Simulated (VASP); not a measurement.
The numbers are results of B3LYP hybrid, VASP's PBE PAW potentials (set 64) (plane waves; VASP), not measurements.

The input files of a VASP run:

**KPOINTS**
```
K-points
0
G
4 4 4
```

### INCAR
```
SYSTEM  =  SnO
PREC  =  Accurate; ENCUT  =  400; LREAL  =  F
LASPH  =  T; ISYM  =  3
EDIFF  =  1E-6; NELM  =  100; ALGO  =  Normal
LMAXMIX  =  4
ISMEAR  =  0; SIGMA  =  0.02
GGA  =  B3; AGGAC  =  0.81; AGGAX  =  0.72
ALDAC  =  0.19; LHFCALC  =  T; AEXX  =  0.2
HFRCUT  =  -1; PRECFOCK  =  Fast
ISIF  =  2
LWAVE  =  F; LCHARG  =  F
```

File POSCAR:
```
SnO
1
    3.8937880000     0.0000000000     0.0000000000
    0.0000000000     3.8937880000     0.0000000000
    0.0000000000     0.0000000000     4.9895350000
Sn O
2 2
Direct
  0.0000000000   0.5000000000   0.2353700000
  0.5000000000   0.0000000000   0.7646300000
  0.5000000000   0.5000000000   0.0000000000
  0.0000000000   0.0000000000   0.0000000000
```

POTCAR, in this order: Sn_d O (PBE.64 set). Program: vasp_std.

Q: What will the output report for the number of irreducible k-points (NKPTS), largest plane-wave count, number of space-group operations, FFT grid (NGX, NGY, NGZ)?

A: 
```yaml
number of irreducible k-points (NKPTS): 18
largest_plane_wave_count: 1393
number_of_space_group_operations: 16
FFT grid (NGX, NGY, NGZ): 28 × 28 × 36
```

The structure comes from a computed database's SnO entry; how it stands against other phases isn't given here. The cell was not relaxed at this level. The run is one of a series of settings (AEXX = 0.2, AGGAC = 0.81, AGGAX = 0.72, ALDAC = 0.19, GGA = B3, HFRCUT = -1, ISYM = 3, LHFCALC = .TRUE., PRECFOCK = Fast, KPOINTS 4×4×4 Γ-centred mesh against the base run), some of them coarse on purpose.
